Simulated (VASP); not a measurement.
Set up this calculation in VASP 6.6.1, as the native input.

| Quantity | Value |
| --- | --- |
| Task | single point |
| Functional | LDA |
| Potentials or basis | VASP PAW LDA potentials, release 64 (Be, C, H, O) |
| Cutoff | 520 eV |
| k mesh | 3 × 2 × 1 |
| Occupations | fermi-dirac, width 0.15 eV |
| Spin | no spin polarisation |
| Dipole correction | no |
| Further INCAR settings | LREAL = Auto; ALGO = Normal; EDIFF = 1e-07; NBANDS = 48 |

The structure of Be24HCO lies in POSCAR:

```
Be24HCO
1.0
    4.5800000000      0.0000000000      0.0000000000
    3.4350000000      5.9495950000      0.0000000000
    0.0000000000      0.0000000000     17.3826450000
Be C H O
24 1 1 1
Direct
   -0.1666626048      0.2222168064      0.0575286442
    0.3333373952      0.2222168064      0.0575286442
   -0.1666628149      0.5555504198      0.0575286442
    0.3333371851      0.5555504198      0.0575286442
   -0.1666630250      0.8888840333      0.0575286442
    0.3333369750      0.8888840333      0.0575286442
    0.0248228889     -0.0122529349      0.1919960973
    0.4922261692      0.0001176551      0.1792132325
   -0.0002542575      0.3764962153      0.1655731910
    0.5132406983      0.3556208448      0.1729598689
    0.0191791274      0.6833070150      0.1558278386
    0.5565702284      0.6510359108      0.1582095245
   -0.1893984194      0.3021382128      0.2571070168
    0.3600679693      0.2604042796      0.2698438586
   -0.1441812863      0.6039738839      0.2725189406
    0.2965221340      0.6378249276      0.2728123367
   -0.1614005104      0.9666708406      0.2933040397
    0.3517804966      0.9274076639      0.2981479516
    0.0473736829     -0.0583905291      0.4068080548
    0.5545689097      0.0065718759      0.4021482346
    0.0253031376      0.3466118282      0.3689369483
    0.4697621357      0.3378717375      0.3778193710
    0.0429670041      0.6945010543      0.3794014087
    0.5228661189      0.6220591486      0.3861495187
    0.1745682960      0.2256119954      0.4603096940
    0.1941808127      0.3185594986      0.5042443195
    0.2260578916      0.0125050529      0.4726380824
```

The cell was built by a generator and needn't be a form met in nature.

These files were run (other wordings do the same):

INCAR

```
SYSTEM = Be24HCO
PREC     = Accurate       ! precision mode
ENCUT    = 520            ! plane-wave cutoff, eV
EDIFF    = 1E-7           ! SCF threshold, eV
ISMEAR   = -1             ! smearing method
SIGMA    = 0.15           ! smearing width, eV
LREAL    = Auto         
LASPH    = .True.         ! aspherical terms in the spheres
NELM     = 80             ! most SCF steps
ALGO     = Normal         ! electronic algorithm
ISIF     = 2              ! what is computed and relaxed
LWAVE    = .False.        ! write WAVECAR
LCHARG   = .False.        ! write CHGCAR
GGA      = CA             ! functional
NBANDS   = 48             ! bands
```

KPOINTS

```
regular mesh
0
Gamma
  3 2 1
  0 0 0
```

Potentials or basis: VASP PAW LDA potentials, release 64 (Be, C, H, O).

Run with:

```sh
$ cat potpaw_LDA.64/Be/POTCAR potpaw_LDA.64/C/POTCAR potpaw_LDA.64/H/POTCAR potpaw_LDA.64/O/POTCAR > POTCAR
$ mpirun -np 1 vasp_std > vasp.out
```

It gave:

* Largest force: 3.889 eV/Å
* Band gap on the k mesh: none (metal or under the smearing width)

Caveat: the k mesh is coarse (spacing up to 0.53 Å⁻¹), so the values aren't converged; an odd number of electrons without spin polarisation forces a metal; a magnetic or distorted state may lie lower.

It took 2.9 min on 1 thread of Intel(R) Xeon(R) Platinum 8375C CPU @ 2.90GHz (Ice Lake), with other jobs on the host, peak memory 0.48 GiB.
